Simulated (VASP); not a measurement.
Data:

```
CELL_PARAMETERS angstrom
      0.00000     2.86498     2.86498
      2.86498     0.00000     2.86498
      2.86498     2.86498     0.00000
ATOMIC_POSITIONS crystal
  Ag 0.00000 0.00000 0.00000
  Br 0.50000 0.50000 0.50000
```

Method: PBE GGA with D3 dispersion (Becke-Johnson damping), VASP's PBE PAW potentials (set 64) (plane waves; VASP). Run with 520 eV cut-off, Gaussian smearing of 0.050 eV, potentials Ag Br.

Q: What does the run give for the band gap (along the path) with the smallest direct gap where there is one?

A: 
- band gap (along the path): 0.67 eV
- smallest direct gap (along the path): 2.63 eV

Total energies compare only between runs with the same potentials, cut-off and functional.

The compound is AgBr in the rock salt structure. It was relaxed first.
